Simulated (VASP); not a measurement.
```yaml
crystal:
  lattice:
    - [2.12059, -3.67298, 0.00000]
    - [2.12059, 3.67298, 0.00000]
    - [0.00000, 0.00000, 6.88948]
  atoms:
    - { symbol: Cd, position: [0.00000, 0.00000, 0.00000] }
    - { symbol: I, position: [0.33333, 0.66667, 0.25183] }
    - { symbol: I, position: [0.66667, 0.33333, 0.74817] }
```

Level of theory: PBE GGA with D3 dispersion (Becke-Johnson damping), VASP's PBE PAW potentials (set 64) (plane waves; VASP). Numerical set-up: 520 eV cut-off, 7×7×4 Γ-centred mesh, tetrahedra with Blöchl corrections, potentials Cd I.

**Question.** The job: CdI$_{2}$ (1T layered), 3 atoms, PBE-D3(BJ), static run, 520 eV, 7×7×4 Γ-centred mesh. Roughly how much core time does it take on a busy server core?

**Answer.** About 20 core-seconds (one run on a shared machine, a rough figure). It had 28 irreducible k-points, 17 bands, up to 2918 plane waves and 14 electronic steps.

The compound is CdI2 in the 1T layered structure. It was relaxed first.
